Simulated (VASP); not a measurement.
VASP ran on this input.

### POSCAR
```
Cu
1.7765520
  0.0000000000   1.0000000000   1.0000000000
  1.0000000000   0.0000000000   1.0000000000
  1.0000000000   1.0000000000   0.0000000000
Cu
1
direct
  0.0000000000   0.0000000000   0.0000000000
```

KPOINTS:
```
Regular mesh
0
gamma
21 21 21
0 0 0
```

INCAR:
```
! general
SYSTEM  = Cu
PREC    = Accurate
ENCUT   = 300
LREAL   = .FALSE.
LASPH   = .TRUE.

! electronic loop
EDIFF   = 1E-6
NELM    = 100
ALGO    = Normal
LMAXMIX = 4

! smearing
ISMEAR  = -1
SIGMA   = 0.1

! functional
GGA     = PE

! ions
ISIF    = 2

! output
LWAVE   = .FALSE.
LCHARG  = .FALSE.
```

POTCAR, in this order: Cu (PBE.64 set). Program: vasp_std.

Task: Write an equivalent input for Ansatz.

Result: One equivalent input (not run):
Ansatz 0.2 input:
```yaml
crystal:
  lattice:
    - [0.0000000, 1.7765520, 1.7765520]
    - [1.7765520, 0.0000000, 1.7765520]
    - [1.7765520, 1.7765520, 0.0000000]
  atoms:
    - { symbol: Cu, position: [0.0000000, 0.0000000, 0.0000000] }
kpoints:
  mp_grid: { grid: [21, 21, 21] }
hamiltonian:
  xc: pbe
  pseudopotentials: { kind: paw }
scf:
  occupations: { method: fermi_dirac, width: 0.1 }
  max_iter: 100
output: { forces: true, stress: true, eigenvalues: true }
```
What does not carry over: each code has its own PAW files, so the cut-off isn't converted (ENCUT is set for VASP's; basis.ecutwfc is left out, and Ansatz then takes the one that its files recommend); Ansatz stops its SCF on the density residual and VASP on the energy change (EDIFF).

The structure comes from a computed database's Cu entry; how it stands against other phases isn't given here. The cell was not relaxed at this level.
